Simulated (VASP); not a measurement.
Method: r2SCAN meta-GGA, VASP's PBE PAW potentials (set 64) (plane waves; VASP).

VASP ran on this input.

File POSCAR:
```
AlGaN2
1.0
  3.1441054477   0.0000000000   0.0000000000
  0.0000000000   3.1441054477   0.0000000000
  0.0000000000   0.0000000000   4.4231803760
Al Ga N
1 1 2
direct
  0.5000000000   0.5000000000   0.5000000000
  1.0000000000   1.0000000000   0.0000000000
  0.5000000000   1.0000000000   0.7399616232
  0.0000000000   0.5000000000   0.2600383768
```

**INCAR**
```
# general
SYSTEM =AlGaN2
PREC   =Accurate
ENCUT  =520   # plane-wave cut-off (eV)
LREAL  =.FALSE.
LASPH  =.TRUE.

# electronic loop
EDIFF  =1E-6   # SCF stop (eV)
NELM   =100
ALGO   =Normal
LMAXMIX=4   # l cut-off of mixed one-centre charges
LMIXTAU=.TRUE.

# smearing
ISMEAR =0
SIGMA  =0.05

# functional
METAGGA=R2SCAN

# ions
IBRION =2   # conjugate gradients
NSW    =60
ISIF   =3   # ions, shape and volume
EDIFFG =-0.02   # ionic stop

# output
LWAVE  =.FALSE.
LCHARG =.FALSE.
```

File KPOINTS:
```
kpoints
0
G
 6 6 5
0 0 0
```

POTCAR, in this order: Al Ga_d N (PBE.64 set). Program: vasp_std.

### Question
What will the output report for the number of irreducible k-points (NKPTS), number of bands (NBANDS), largest plane-wave count, number of space-group operations, FFT grid (NGX, NGY, NGZ)?

### Answer

```
Item                                          Result
--------------------------------------  ------------
number of irreducible k-points (NKPTS)            30
number of bands (NBANDS)                          17
largest plane-wave count                        1204
number of space-group operations                   8
FFT grid (NGX, NGY, NGZ)                24 × 24 × 36
```

The structure comes from a computed database's AlGaN2 entry (P-4m2); how it stands against other phases isn't given here. This run relaxes it. Symmetry was kept, so distortions that lower it aren't found. The start is the result of an earlier pass.
